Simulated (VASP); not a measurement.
Data:

```
Tm
1.0
    1.75634    -3.04208     0.00000
    1.75634     3.04208     0.00000
    0.00000     0.00000     5.41362
Tm
2
Direct
  0.33333   0.66667   0.25000
  0.66667   0.33333   0.75000
```

These are PBE GGA with D3 dispersion (zero damping), VASP's PBE PAW potentials (set 64) (plane waves; VASP) values and carry that method's errors. Run with 520 eV cut-off, Gaussian smearing of 0.050 eV, potentials Tm_3.

The 4f electrons are frozen in the core of the lanthanide potential, so 4f levels, which can set the real gap, and their magnetism are missing.

Task: What does the run give for the band gap (along the path) with the smallest direct gap where there is one?

Result: 
The band gap (along the path) comes out as none (metal, semimetal or under 0.01 eV).

Total energies compare only between runs with the same potentials, cut-off and functional.

The compound is Tm in the hcp structure. It was relaxed first.
